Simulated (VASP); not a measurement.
Calculation: r2SCAN meta-GGA, VASP's PBE PAW potentials (set 64) (plane waves; VASP 6.6.1).

A VASP calculation is set up with these files.

KPOINTS:
```
Automatic mesh
0
Gamma
10 10 10
0 0 0
```

INCAR:
```
# general
SYSTEM =ZnS
PREC   =Accurate
ENCUT  =400
LREAL  =.FALSE.
LASPH  =.TRUE.

# electronic loop
EDIFF  =1E-7
NELM   =100
ALGO   =Normal
LMAXMIX=4
LMIXTAU=.TRUE.

# smearing
ISMEAR =-5

# functional
METAGGA=R2SCAN

# ions
ISIF   =2

# output
LWAVE  =.FALSE.
LCHARG =.FALSE.
LORBIT =11
NEDOS  =601
```

### POSCAR
```
ZnS
1
    0.0000000000     2.6905949068     2.6905949068
    2.6905949068     0.0000000000     2.6905949068
    2.6905949068     2.6905949068     0.0000000000
Zn S
1 1
Direct
  0.0000000000   1.0000000000   1.0000000000
  0.2500000000   0.2500000000   0.2500000000
```

### KPOINTS_OPT
```
k-points along high-symmetry lines
10
Line-mode
Reciprocal
  0.000000   0.000000   0.000000 ! GAMMA
 -0.500000  -0.500000   0.000000 ! X

 -0.500000  -0.500000   0.000000 ! X
 -0.375000  -0.375000   0.250000 ! U

 -0.375000   0.000000   0.375000 ! K
  0.000000   0.000000   0.000000 ! GAMMA

  0.000000   0.000000   0.000000 ! GAMMA
  0.000000   0.000000   0.500000 ! L

  0.000000   0.000000   0.500000 ! L
 -0.500000  -0.250000   0.250000 ! W

 -0.500000  -0.250000   0.250000 ! W
 -0.500000  -0.500000   0.000000 ! X
```

POTCAR, in this order: Zn S (PBE.64 set). Program: vasp_std.

Output of the run:

### OSZICAR
```
       N       E                     dE             d eps       ncg     rms          rms(c)
DAV:   1     0.682100776452E+02    0.68210E+02   -0.82268E+03  1222   0.143E+03
DAV:   2    -0.162915607319E+02   -0.84502E+02   -0.80862E+02  1357   0.262E+02
DAV:   3    -0.218639474017E+02   -0.55724E+01   -0.55499E+01  1462   0.716E+01
DAV:   4    -0.219299950455E+02   -0.66048E-01   -0.66023E-01  1407   0.821E+00
DAV:   5    -0.219308775737E+02   -0.88253E-03   -0.88252E-03  1437   0.944E-01    0.750E+00
DAV:   6    -0.188404021834E+02    0.30905E+01   -0.20373E+00  1402   0.486E+01    0.679E+00
DAV:   7    -0.187848454963E+02    0.55557E-01   -0.67513E-01  1307   0.165E+01    0.354E+00
DAV:   8    -0.188395813064E+02   -0.54736E-01   -0.12156E-01  1222   0.504E+00    0.158E+00
DAV:   9    -0.188273866989E+02    0.12195E-01   -0.11792E-01  1222   0.386E+00    0.410E-01
DAV:  10    -0.188541007309E+02   -0.26714E-01   -0.45369E-02  1242   0.233E+00    0.151E-01
DAV:  11    -0.188605193591E+02   -0.64186E-02   -0.29307E-03  1337   0.733E-01    0.596E-02
DAV:  12    -0.188526644468E+02    0.78549E-02   -0.31856E-03  1232   0.802E-01    0.923E-02
DAV:  13    -0.188607272073E+02   -0.80628E-02   -0.19470E-03  1232   0.544E-01    0.170E-02
DAV:  14    -0.188608385280E+02   -0.11132E-03   -0.58265E-05  1302   0.856E-02    0.116E-02
DAV:  15    -0.188608394498E+02   -0.92183E-06   -0.12770E-06  1492   0.128E-02    0.101E-02
DAV:  16    -0.188608411620E+02   -0.17122E-05   -0.15044E-06  1262   0.276E-02    0.624E-03
DAV:  17    -0.188608454620E+02   -0.42999E-05   -0.21098E-06  1242   0.277E-02    0.394E-03
DAV:  18    -0.188608449751E+02    0.48687E-06   -0.28120E-07  1139   0.104E-02    0.261E-03
DAV:  19    -0.188608450909E+02   -0.11580E-06   -0.15801E-08   681   0.163E-03    0.217E-03
DAV:  20    -0.188608450520E+02    0.38884E-07   -0.33760E-08   746   0.267E-03
   1 F= -.18860845E+02 E0= -.18860845E+02  d E =0.000000E+00
       N       E                     dE             ncg
       N       E                     dE             ncg
```

**OUTCAR**
```
------------------------ aborting loop because EDIFF is reached ----------------------------------------
  FORCE on cell =-STRESS in cart. coord.  units (eV):
  Direction    XX          YY          ZZ          XY          YZ          ZX
  --------------------------------------------------------------------------------------
  Total        0.0101736      0.0101736      0.0101736     -0.0000000      0.0000000      0.0000000
  in kB        0.4184194      0.4184194      0.4184194     -0.0000000      0.0000000      0.0000000
  external PRESSURE =       0.4184194 kB  Pullay stress =       0.0000000 kB
  volume of cell :       38.96
      direct lattice vectors                 reciprocal lattice vectors
     0.000000000  2.690594907  2.690594907    -0.185832508  0.185832508  0.185832508
     2.690594907  0.000000000  2.690594907     0.185832508 -0.185832508  0.185832508
     2.690594907  2.690594907  0.000000000     0.185832508  0.185832508 -0.185832508
  FREE ENERGIE OF THE ION-ELECTRON SYSTEM (eV)
  ---------------------------------------------------
  free  energy   TOTEN  =       -18.8608450520 eV

  energy  without entropy=      -18.8608450520  energy(sigma->0) =      -18.86084505

 total charge

# of ion       s       p       d       tot
------------------------------------------
    1        0.504   0.485   9.818  10.807
    2        1.302   2.470   0.000   3.772
--------------------------------------------------
tot          1.807   2.955   9.818  14.579
```
(Selected blocks of OUTCAR.)

The structure was generated: ZnS was put into the zinc blende type (F-43m), which need not be its known phase. It was relaxed first, which changed the volume by +8 %.
